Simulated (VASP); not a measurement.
Calculation: LDA (Ceperley-Alder, Perdew-Zunger) + U (Dudarev), VASP's LDA PAW potentials (set 64) (plane waves; VASP 6.6.1).

A VASP calculation is set up with these files.

**POSCAR**
```
CoO
1
    0.0000000000     2.0992070000     2.0992070000
    2.0992070000     0.0000000000     2.0992070000
    2.0992070000     2.0992070000     0.0000000000
O Co
1 1
Direct
  0.0000000000   0.0000000000   0.0000000000
  0.5000000000   0.5000000000   0.5000000000
```

File KPOINTS:
```
Automatic mesh
0
Gamma
11 11 11
0 0 0
```

INCAR:
```
# general
SYSTEM  =CoO
PREC    =Accurate
ENCUT   =400
LREAL   =F
LASPH   =T
ISYM    =0

# electronic loop
EDIFF   =1E-6
NELM    =100
ALGO    =Normal
LMAXMIX =4

# smearing
ISMEAR  =1
SIGMA   =0.2

# spin
ISPIN   =2
MAGMOM  =0.0 3.0

# DFT+U
LDAU    =T
LDAUTYPE=2
LDAUL   =-1 2
LDAUU   =0 3.32
LDAUJ   =0 0

# ions
ISIF    =2

# output
LWAVE   =F
LCHARG  =F
LORBIT  =11
```

POTCAR, in this order: O Co (LDA.64 set). Program: vasp_std.

What VASP printed:

**OSZICAR**
```
       N       E                     dE             d eps       ncg     rms          rms(c)
DAV:   1     0.600810715446E+02    0.60081E+02   -0.63248E+03 35227   0.120E+03
DAV:   2    -0.112604952804E+02   -0.71342E+02   -0.62380E+02 37509   0.224E+02
DAV:   3    -0.149516406940E+02   -0.36911E+01   -0.36210E+01 38682   0.592E+01
DAV:   4    -0.149863156108E+02   -0.34675E-01   -0.34658E-01 39094   0.555E+00
DAV:   5    -0.149870695068E+02   -0.75390E-03   -0.75389E-03 38487   0.851E-01    0.163E+01
DAV:   6    -0.134863471010E+02    0.15007E+01   -0.20062E+01 41311   0.868E+01    0.184E+01
DAV:   7    -0.128819462651E+02    0.60440E+00   -0.52534E+00 38471   0.573E+01    0.905E+00
DAV:   8    -0.128873173508E+02   -0.53711E-02   -0.34801E-01 42862   0.131E+01    0.497E+00
DAV:   9    -0.129066403793E+02   -0.19323E-01   -0.25251E-01 51371   0.102E+01    0.210E+00
DAV:  10    -0.128913431696E+02    0.15297E-01   -0.68382E-02 50552   0.664E+00    0.311E-01
DAV:  11    -0.128924347775E+02   -0.10916E-02   -0.21468E-02 47540   0.214E+00    0.361E-01
DAV:  12    -0.128912038489E+02    0.12309E-02   -0.54820E-03 42609   0.563E-01    0.308E-01
DAV:  13    -0.128910647568E+02    0.13909E-03   -0.50030E-03 51110   0.655E-01    0.230E-01
DAV:  14    -0.128905370949E+02    0.52766E-03   -0.28774E-03 45523   0.294E-01    0.121E-01
DAV:  15    -0.128905139883E+02    0.23107E-04   -0.54663E-04 52197   0.274E-01    0.520E-02
DAV:  16    -0.128905540504E+02   -0.40062E-04   -0.18562E-04 48040   0.102E-01    0.592E-02
DAV:  17    -0.128905101065E+02    0.43944E-04   -0.27630E-04 40348   0.918E-02    0.250E-02
DAV:  18    -0.128905285101E+02   -0.18404E-04   -0.75274E-05 27256   0.490E-02    0.356E-02
DAV:  19    -0.128905082746E+02    0.20235E-04   -0.19154E-04 37090   0.880E-02    0.116E-02
DAV:  20    -0.128905080127E+02    0.26197E-06   -0.43849E-06 18691   0.273E-02
   1 F= -.12890508E+02 E0= -.12886492E+02  d E =-.120477E-01  mag=     2.9969
```

### OUTCAR
```
------------------------ aborting loop because EDIFF is reached ----------------------------------------
  FORCE on cell =-STRESS in cart. coord.  units (eV):
  Direction    XX          YY          ZZ          XY          YZ          ZX
  --------------------------------------------------------------------------------------
  Total       -1.9902647     -1.9917027     -1.9896623     -0.0001331     -0.0012897     -0.0015547
  in kB     -172.3556916   -172.4802175   -172.3035268     -0.0115291     -0.1116894     -0.1346389
  external PRESSURE =    -172.3798120 kB  Pullay stress =       0.0000000 kB
  volume of cell :       18.50
      direct lattice vectors                 reciprocal lattice vectors
     0.000000000  2.099207000  2.099207000    -0.238185181  0.238185181  0.238185181
     2.099207000  0.000000000  2.099207000     0.238185181 -0.238185181  0.238185181
     2.099207000  2.099207000  0.000000000     0.238185181  0.238185181 -0.238185181
 POSITION                                       TOTAL-FORCE (eV/Angst)
 -----------------------------------------------------------------------------------
      0.00000      0.00000      0.00000        -0.000030     -0.000000     -0.000000
      2.09921      2.09921      2.09921         0.000030      0.000000      0.000000
 -----------------------------------------------------------------------------------
    total drift:                                0.000000     -0.000000      0.000000
  FREE ENERGIE OF THE ION-ELECTRON SYSTEM (eV)
  ---------------------------------------------------
  free  energy   TOTEN  =       -12.8905080127 eV

  energy  without entropy=      -12.8784602859  energy(sigma->0) =      -12.88649210

 total charge

# of ion       s       p       d       tot
------------------------------------------
    1        1.563   3.455   0.000   5.018
    2        0.315   0.399   7.190   7.903
--------------------------------------------------
tot          1.878   3.853   7.190  12.921

 magnetization (x)

# of ion       s       p       d       tot
------------------------------------------
    1        0.026   0.257   0.000   0.283
    2        0.019   0.019   2.652   2.691
--------------------------------------------------
tot          0.046   0.276   2.652   2.974
```
(Selected blocks of OUTCAR.)

File OUTCAR:
```
 val. band max:        7.7250206179   @ k =   0.1818  -0.3636  -0.4545

 cond. band min:       7.7475683740   @ k =   0.3636   0.0000  -0.4545


 Fermi energy:         7.7356890148

 spin component 1

 k-point     1 :       0.0000    0.0000    0.0000
  band No.  band energies     occupation
      1     -12.0079      1.00000
      2       3.2279      1.00000
      3       3.2280      1.00000
      4       3.5010      1.00000
      5       3.5014      1.00000
      6       3.5022      1.00000
      7       5.0308      1.00000
      8       5.0308      1.00000
      9       5.0308      1.00000
     10       9.5064     -0.00000
     11      25.0377      0.00000
     12      25.5340      0.00000
     13      25.5342      0.00000

 k-point     2 :       0.0909    0.0000    0.0000
  band No.  band energies     occupation
      1     -11.9107      1.00000
      2       2.8902      1.00000
      3       2.8902      1.00000
      4       3.2171      1.00000
      5       3.5358      1.00000
      6       3.5368      1.00000
      7       4.7740      1.00000
      8       5.4193      1.00000
      9       5.4193      1.00000
     10      10.0806     -0.00000
     11      23.0253      0.00000
     12      25.4064      0.00000
     13      25.4069      0.00000

 k-point     3 :       0.0000    0.0909    0.0000
  band No.  band energies     occupation
      1     -11.9107      1.00000
      2       2.8902      1.00000
      3       2.8902      1.00000
      4       3.2173      1.00000
      5       3.5359      1.00000
      6       3.5366      1.00000
      7       4.7741      1.00000
      8       5.4193      1.00000
      9       5.4193      1.00000
     10      10.0806     -0.00000
     11      23.0253      0.00000
     12      25.4065      0.00000
     13      25.4067      0.00000

 k-point     4 :       0.0000    0.0000    0.0909
  band No.  band energies     occupation
      1     -11.9107      1.00000
...
```

At this cut-off the stress carries a Pulay error, which pulls relaxed volumes low. The moments were started parallel, and other spin orders were not tried in this run.

The structure was generated: CoO was put into an ordered model structure, which need not be its known phase. The cell was not relaxed at this level. The run is one of a series of settings (ISYM = 0 against the base run), some of them coarse on purpose. A gapless solution with U can be a metastable orbital state.
